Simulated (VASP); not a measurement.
Runs of VASP 6.6.1 on GaAs. It takes space group F-43m (No. 216, cubic). Conventional cell: a = 5.750 Å, b = 5.750 Å, c = 5.750 Å, α = 90.00°, β = 90.00°, γ = 90.00°. Around Ga (site symmetry -43m) lie 4 As at 2.49 Å. Around As (site symmetry -43m) lie 4 Ga at 2.49 Å. The cell is a database's computed one.

```csv
task,level,potentials or basis,cell,k mesh,cutoff (eV),gap on the mesh (eV),pressure (GPa)
relaxation of cell and atoms,r2SCAN,"VASP PAW PBE potentials, release 64 (Ga_d, As)",relaxed,9 × 9 × 9,600,0.94,0.0
band structure,LDA,"VASP PAW LDA potentials, release 64 (Ga_d, As)","F-43m, 22.77 Å³/atom",10 × 10 × 10,450,0.27,-
band structure,r2SCAN,"VASP PAW PBE potentials, release 64 (Ga_d, As)","F-43m, 22.77 Å³/atom",10 × 10 × 10,450,0.93,(a)
band structure,PBE,"VASP PAW PBE potentials, release 64 (Ga_d, As)","F-43m, 22.77 Å³/atom",10 × 10 × 10,300,0.46,-
band structure,PBE,"VASP PAW PBE potentials, release 64 (Ga_d, As)","F-43m, 22.77 Å³/atom",10 × 10 × 10,600,0.46,-
band structure,PBE,"VASP PAW PBE potentials, release 64 (Ga_d, As)","F-43m, 22.77 Å³/atom",10 × 10 × 10,450,0.46,-
```

Alike in all rows: no spin polarisation; smearing gaussian 0.02 eV.

Task: Estimate the missing entries.

Result: (a) -0.1.

Caveats: the PAW data sets were made with another functional, which shifts forces and pressure a little (some runs); an odd mesh through Γ misses points on the zone boundary, where band edges often lie (some runs); the cutoff is under 1.25 times the usual one of these potentials, so pressure, stress and relaxed cells hold a basis-set (Pulay) error (some runs).

A k mesh can miss the band edges, and the runs leave out spin-orbit coupling on As, Ga.
